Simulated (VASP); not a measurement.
```xyz
2
Lattice="2.7369 0.0000 0.0000 -1.3684 2.3702 0.0000 0.0000 0.0000 4.7598" Properties=species:S:1:pos:R:3 pbc="T T T"
Pt     1.3684     0.7901     3.5698
Pt     0.0000     1.5801     1.1899
```

Level of theory: r2SCAN meta-GGA, VASP's PBE PAW potentials (set 64) (plane waves; VASP). Numerical set-up: 400 eV cut-off, 17×17×9 Γ-centred mesh, tetrahedra with Blöchl corrections, potentials Pt.

Question: Give the energies of bands 1 to 13 at the high-symmetry points, in eV from the Fermi level.

Answer: 
```tsv
band	Γ	M	K	A	L	H
1	-10.20	-6.86	-5.75	-8.40	-6.96	-5.44
2	-7.53	-6.75	-5.03	-8.40	-6.96	-5.44
3	-4.22	-6.07	-5.03	-4.19	-5.58	-4.77
4	-3.67	-3.65	-4.52	-4.19	-5.58	-4.77
5	-3.67	-3.37	-3.94	-3.67	-1.98	-3.90
6	-3.29	-3.12	-3.94	-3.67	-1.98	-3.90
7	-3.29	-2.68	-2.78	-3.67	-0.88	-2.61
8	-1.97	-0.06	-0.84	-3.67	-0.88	-2.61
9	-1.97	0.33	-0.79	-0.90	0.46	-0.18
10	-0.66	0.55	-0.79	-0.90	0.46	-0.18
11	-0.29	2.48	4.82	-0.90	1.85	7.07
12	-0.29	4.05	4.82	-0.90	1.85	7.07
13	5.06	7.80	6.34	12.68	7.01	7.11
```

It has no gap at this level: it comes out as a metal or semimetal.

The structure comes from a computed database's Pt entry (P6_3/mmc); how it stands against other phases isn't given here. It was relaxed first.
